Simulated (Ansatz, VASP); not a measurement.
MgCdS4: VASP beside Ansatz

```xyz
6
Lattice="4.9592 0.0000 0.0000 -2.4796 4.2948 0.0000 0.0000 0.0000 7.8135" Properties=species:S:1:pos:R:3 pbc="T T T"
Mg    0.0000    2.8632    0.0000
Cd    2.4796    1.4316    3.9068
S     2.4796    1.4316    6.1035
S     2.4796    1.4316    1.7100
S     0.0000    0.0000    0.0000
S     0.0000    0.0000    3.9068
```

Alike in both runs: task single point; functional PBE; k mesh 6 × 6 × 2; occupations gaussian, width 0.1 eV; no spin polarisation.

|  | VASP | Ansatz |
| --- | --- | --- |
| version | VASP 6.6.1 | Ansatz 0.2.0 |
| potentials or method | VASP PAW PBE potentials, release 64 (Mg, Cd, S) | scalar-relativistic, plane waves, PAW |
| plane-wave cutoff (eV) | 520 | 420 |
| valence electrons in the cell | 38 | 54 |

```csv
,VASP,Ansatz,Ansatz less VASP
gap on the k mesh at the Fermi level (eV),none,none,-
pressure (GPa),-1.9,-2.1,-0.18
largest component of the traceless stress (GPa),12.32,11.92,-0.400
rms of the force components (eV/Å),1.152,1.103,-0.0498
```

Atom by atom the forces differ by 0.050 eV/Å (rms over components). A gap of «none» marks a metal or a gap that the smearing closes. The two sets of potentials don't hold the same shells in valence.

Caveats: the k mesh is coarse (spacing up to 0.40 Å⁻¹), so the values aren't converged; forces of over 1 eV/Å show positions far from the minimum, so gaps and moduli don't describe the material at rest.
